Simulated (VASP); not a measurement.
Level of theory: PW91 GGA, VASP's PBE PAW potentials (set 64) (plane waves; VASP).

A VASP calculation is set up with these files.

**INCAR**
```
! general
SYSTEM  = FePt
PREC    = Accurate
ENCUT   = 520
LREAL   = .False.
LASPH   = .True.   ! aspherical one-centre terms

! electronic loop
EDIFF   = 1E-6   ! SCF stop (eV)
NELM    = 100
ALGO    = Normal
LMAXMIX = 6

! smearing
ISMEAR  = 1   ! Methfessel-Paxton
SIGMA   = 0.1   ! width (eV)

! functional
GGA     = 91

! spin
ISPIN   = 2
MAGMOM  = 3.0 0.0

! ions
IBRION  = 2   ! conjugate gradients
NSW     = 60   ! most ionic steps
ISIF    = 3
EDIFFG  = -0.01

! output
LWAVE   = .False.
LCHARG  = .False.
LORBIT  = 10
```

### POSCAR
```
FePt
1
    2.7200000000     0.0000000000     0.0000000000
    0.0000000000     2.7200000000     0.0000000000
    0.0000000000     0.0000000000     3.7100000000
Fe Pt
1 1
Direct
  0.0000000000   0.0000000000   0.0000000000
  0.5000000000   0.5000000000   0.5000000000
```

### KPOINTS
```
Automatic mesh
0
Gamma
12 12 9
0 0 0
```

POTCAR, in this order: Fe Pt (PBE.64 set). Program: vasp_std.

The run wrote:

OSZICAR:
```
       N       E                     dE             d eps       ncg     rms          rms(c)
DAV:   1     0.942877910800E+02    0.94288E+02   -0.87625E+03  8616   0.133E+03
DAV:   2    -0.126448843328E+02   -0.10693E+03   -0.96034E+02  8610   0.259E+02
DAV:   3    -0.160250082151E+02   -0.33801E+01   -0.32608E+01 10507   0.554E+01
DAV:   4    -0.160597512633E+02   -0.34743E-01   -0.34729E-01  9572   0.478E+00
DAV:   5    -0.160606811910E+02   -0.92993E-03   -0.92991E-03 11161   0.888E-01    0.164E+01
DAV:   6    -0.165550357461E+02   -0.49435E+00   -0.11050E+01  9065   0.755E+01    0.201E+01
DAV:   7    -0.148403419980E+02    0.17147E+01   -0.75868E+00 10779   0.748E+01    0.883E+00
DAV:   8    -0.147449765166E+02    0.95365E-01   -0.42506E-01 10450   0.107E+01    0.433E+00
DAV:   9    -0.146628826760E+02    0.82094E-01   -0.16878E-01 12145   0.871E+00    0.167E+00
DAV:  10    -0.146573682450E+02    0.55144E-02   -0.27193E-02 12879   0.282E+00    0.700E-01
DAV:  11    -0.146567507209E+02    0.61752E-03   -0.36384E-03 12395   0.123E+00    0.257E-01
DAV:  12    -0.146566474888E+02    0.10323E-03   -0.30468E-04 12261   0.287E-01    0.787E-02
DAV:  13    -0.146566561163E+02   -0.86275E-05   -0.42693E-05 10468   0.786E-02    0.325E-02
DAV:  14    -0.146566539700E+02    0.21464E-05   -0.55201E-06  9919   0.502E-02    0.125E-02
DAV:  15    -0.146566536402E+02    0.32976E-06   -0.15569E-06  5758   0.324E-02
   1 F= -.14656654E+02 E0= -.14656572E+02  d E =-.146567E+02  mag=     3.2160
       N       E                     dE             d eps       ncg     rms          rms(c)
DAV:   1    -0.153184178501E+02   -0.66176E+00   -0.11420E+01  8435   0.464E+01    0.602E+00
DAV:   2    -0.146444286584E+02    0.67399E+00   -0.17872E+00  9548   0.166E+01    0.381E+00
DAV:   3    -0.146488546978E+02   -0.44260E-02   -0.37409E-02 10204   0.297E+00    0.222E+00
DAV:   4    -0.146472220922E+02    0.16326E-02   -0.28006E-02 11163   0.443E+00    0.106E+00
DAV:   5    -0.146443341090E+02    0.28880E-02   -0.25212E-02 10335   0.412E+00    0.896E-01
DAV:   6    -0.146420919510E+02    0.22422E-02   -0.48108E-03 11945   0.158E+00    0.111E-01
DAV:   7    -0.146421295209E+02   -0.37570E-04   -0.34734E-04 11693   0.294E-01    0.617E-02
DAV:   8    -0.146421473991E+02   -0.17878E-04   -0.22692E-05 10563   0.539E-02    0.347E-02
DAV:   9    -0.146421530485E+02   -0.56494E-05   -0.37834E-06  9758   0.285E-02    0.848E-03
DAV:  10    -0.146421529156E+02    0.13288E-06   -0.14488E-06  5432   0.247E-02
   2 F= -.14642153E+02 E0= -.14641719E+02  d E =0.145007E-01  mag=     3.3061
       N       E                     dE             d eps       ncg     rms          rms(c)
DAV:   1    -0.149164821079E+02   -0.27433E+00   -0.41980E+00  8477   0.275E+01    0.386E+00
DAV:   2    -0.146680224495E+02    0.24846E+00   -0.63880E-01  9737   0.925E+00    0.221E+00
DAV:   3    -0.146717951766E+02   -0.37727E-02   -0.32558E-02 11125   0.428E+00    0.103E+00
DAV:   4    -0.146708691725E+02    0.92600E-03   -0.32063E-02 10646   0.477E+00    0.966E-01
DAV:   5    -0.146674416669E+02    0.34275E-02   -0.46172E-03 10937   0.176E+00    0.376E-01
DAV:   6    -0.146669153592E+02    0.52631E-03   -0.17965E-03 12136   0.605E-01    0.946E-02
DAV:   7    -0.146669089199E+02    0.64393E-05   -0.18552E-04 11867   0.266E-01    0.370E-02
DAV:   8    -0.146669169907E+02   -0.80708E-05   -0.12093E-05 10631   0.432E-02    0.270E-02
DAV:   9    -0.146669196174E+02   -0.26267E-05   -0.31621E-06  9579   0.237E-02    0.471E-03
DAV:  10    -0.146669194650E+02    0.15237E-06   -0.17489E-07  4564   0.519E-03
   3 F= -.14666919E+02 E0= -.14666615E+02  d E =-.102658E-01  mag=     3.2516
       N       E                     dE             d eps       ncg     rms          rms(c)
DAV:   1    -0.146669589433E+02   -0.39326E-04   -0.67780E-04  8554   0.351E-01    0.481E-02
DAV:   2    -0.146669192665E+02    0.39677E-04   -0.10286E-04  9863   0.119E-01    0.284E-02
DAV:   3    -0.146669197849E+02   -0.51841E-06   -0.27847E-06  8548   0.364E-02
   4 F= -.14666920E+02 E0= -.14666619E+02  d E =-.102661E-01  mag=     3.2508
       N       E                     dE             d eps       ncg     rms          rms(c)
DAV:   1    -0.146680300703E+02   -0.11108E-02   -0.49042E-02  9331   0.183E+00    0.202E-01
DAV:   2    -0.146679936944E+02    0.36376E-04   -0.30435E-03 10992   0.139E+00    0.314E-01
DAV:   3    -0.146674033026E+02    0.59039E-03   -0.17037E-03 10706   0.112E+00    0.955E-02
DAV:   4    -0.146672865540E+02    0.11675E-03   -0.20213E-04 10421   0.138E-01    0.376E-02
DAV:   5    -0.146672823815E+02    0.41725E-05   -0.15179E-05 11861   0.747E-02    0.133E-02
DAV:   6    -0.146672813604E+02    0.10211E-05   -0.12232E-06  5015   0.161E-02    0.620E-03
DAV:   7    -0.146672812287E+02    0.13164E-06   -0.52564E-07  4452   0.127E-02
   5 F= -.14667281E+02 E0= -.14667018E+02  d E =-.361444E-03  mag=     3.2439
       N       E                     dE             d eps       ncg     rms          rms(c)
DAV:   1    -0.146693463291E+02   -0.20650E-02   -0.12184E-01  9352   0.287E+00    0.314E-01
DAV:   2    -0.146692469425E+02    0.99387E-04   -0.72030E-03 10998   0.213E+00    0.492E-01
DAV:   3    -0.146678046856E+02    0.14423E-02   -0.40998E-03 10701   0.174E+00    0.151E-01
DAV:   4    -0.146675119612E+02    0.29272E-03   -0.49480E-04 10423   0.218E-01    0.596E-02
DAV:   5    -0.146675020129E+02    0.99483E-05   -0.37148E-05 11819   0.116E-01    0.215E-02
DAV:   6    -0.146674994285E+02    0.25844E-05   -0.36018E-06  9007   0.243E-02    0.983E-03
DAV:   7    -0.146674991547E+02    0.27381E-06   -0.64850E-07  4669   0.132E-02
   6 F= -.14667499E+02 E0= -.14667315E+02  d E =-.579370E-03  mag=     3.2329
```

OUTCAR:
```
------------------------ aborting loop because EDIFF is reached ----------------------------------------
  FORCE on cell =-STRESS in cart. coord.  units (eV):
  Direction    XX          YY          ZZ          XY          YZ          ZX
  --------------------------------------------------------------------------------------
  Total        0.0122300      0.0122300      0.0050143      0.0000000      0.0000000     -0.0000000
  in kB        0.6977266      0.6977266      0.2860675      0.0000000      0.0000000     -0.0000000
  external PRESSURE =       0.5605069 kB  Pullay stress =       0.0000000 kB
  volume of cell :       28.08
      direct lattice vectors                 reciprocal lattice vectors
     2.729373207 -0.000000000 -0.000000000     0.366384486  0.000000000  0.000000000
     0.000000000  2.729373207 -0.000000000     0.000000000  0.366384486  0.000000000
    -0.000000000 -0.000000000  3.769868289     0.000000000  0.000000000  0.265261257
 POSITION                                       TOTAL-FORCE (eV/Angst)
 -----------------------------------------------------------------------------------
     -0.00000     -0.00000      3.76987        -0.000000     -0.000000      0.000000
      1.36469      1.36469      1.88493         0.000000      0.000000      0.000000
 -----------------------------------------------------------------------------------
    total drift:                                0.000000      0.000000      0.000000
  FREE ENERGIE OF THE ION-ELECTRON SYSTEM (eV)
  ---------------------------------------------------
  free  energy   TOTEN  =       -14.6674991547 eV

  energy  without entropy=      -14.6669478553  energy(sigma->0) =      -14.66731539

 total charge

# of ion       s       p       d       tot
------------------------------------------
    1        0.402   0.432   6.136   6.970
    2        0.710   0.637   8.055   9.403
--------------------------------------------------
tot          1.112   1.069  14.191  16.373

 magnetization (x)

# of ion       s       p       d       tot
------------------------------------------
    1        0.003  -0.008   2.889   2.883
    2       -0.024  -0.062   0.411   0.325
--------------------------------------------------
tot         -0.021  -0.070   3.300   3.209

 reached required accuracy - stopping structural energy minimisation
```
(Selected blocks of OUTCAR.)

**CONTCAR**
```
FePt
   1.00000000000000
     2.7293732065776073   -0.0000000000000000   -0.0000000000000000
     0.0000000000000000    2.7293732065776073   -0.0000000000000000
    -0.0000000000000000   -0.0000000000000000    3.7698682890772712
  Fe              Pt
     1     1
Direct
     0.0000000000000000    0.0000000000000000    1.0000000000000000
     0.5000000000000000    0.5000000000000000    0.5000000000000000
```

OUTCAR:
```
 val. band max:        8.3888119490   @ k =   0.1667   0.0833   0.0000

 cond. band min:       8.3906692415   @ k =   0.4167   0.3333   0.0000


 Fermi energy:         8.3892829337

 spin component 1

 k-point     1 :       0.0000    0.0000    0.0000
  band No.  band energies     occupation
      1      -0.9777      1.00000
      2       2.2444      1.00000
      3       2.3820      1.00000
      4       5.1143      1.00000
      5       5.1143      1.00000
      6       5.5769      1.00000
      7       6.4642      1.00000
      8       6.5752      1.00000
      9       7.9400      1.00000
     10       8.0601      1.00002
     11       8.0601      1.00002
     12      10.5934      0.00000
     13      17.8714      0.00000
     14      20.1629      0.00000
     15      20.1629      0.00000

 k-point     2 :       0.0833    0.0000    0.0000
  band No.  band energies     occupation
      1      -0.7979      1.00000
      2       2.3408      1.00000
      3       2.5044      1.00000
      4       5.0376      1.00000
      5       5.1649      1.00000
      6       5.6247      1.00000
      7       6.4209      1.00000
      8       6.5754      1.00000
      9       7.5185      1.00000
     10       7.7815      1.00000
     11       8.0148      1.00000
     12      11.3064      0.00000
     13      17.7331      0.00000
     14      19.2686      0.00000
     15      20.4926      0.00000

 k-point     3 :       0.1667    0.0000    0.0000
  band No.  band energies     occupation
      1      -0.2860      1.00000
      2       2.5584      1.00000
      3       2.9094      1.00000
      4       4.8157      1.00000
      5       5.3129      1.00000
      6       5.7205      1.00000
      7       6.3043      1.00000
      8       6.6221      1.00000
      9       6.6338      1.00000
     10       7.3778      1.00000
     11       7.8809      1.00000
     12      12.7172      0.00000
     13      16.6509      0.00000
...
```

Energy and stress use the plane-wave basis of the starting cell. Unless said otherwise, spin-orbit coupling is left out, though it shifts the bands of the heavy elements here.

The compound is FePt in the L1_0 structure. This run relaxes it. Symmetry was kept, so distortions that lower it aren't found.
